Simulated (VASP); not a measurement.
The system is MgB2.

```
Mg B
1.0
     3.08500    0.00000    0.00000
    -1.54250    2.67169    0.00000
     0.00000    0.00000    3.52300
Mg B
1 2
Cartesian
  0.0000 0.0000 0.0000
  0.0000 1.7811 1.7615
  1.5425 0.8906 1.7615
```

Base run:

- Program: VASP 6.6.1
- Functional: PBE
- Potentials or basis: VASP PAW PBE potentials, release 64 (Mg, B)
- Cutoff: 520 eV
- k mesh: 8 × 8 × 6
- Occupations: fermi-dirac, width 0.05 eV
- Spin: no spin polarisation

Its results: band gap on the k mesh none (metal or under the smearing width); pressure -1.2 GPa.

Question: The run is repeated on the same cell with these changes: functional from PBE to HSE06. What comes out?

Answer: Band gap on the k mesh none (metal or under the smearing width); pressure -2.5 GPa.

Caveats: the PAW data sets were made with another functional, which shifts forces and pressure a little (some runs).
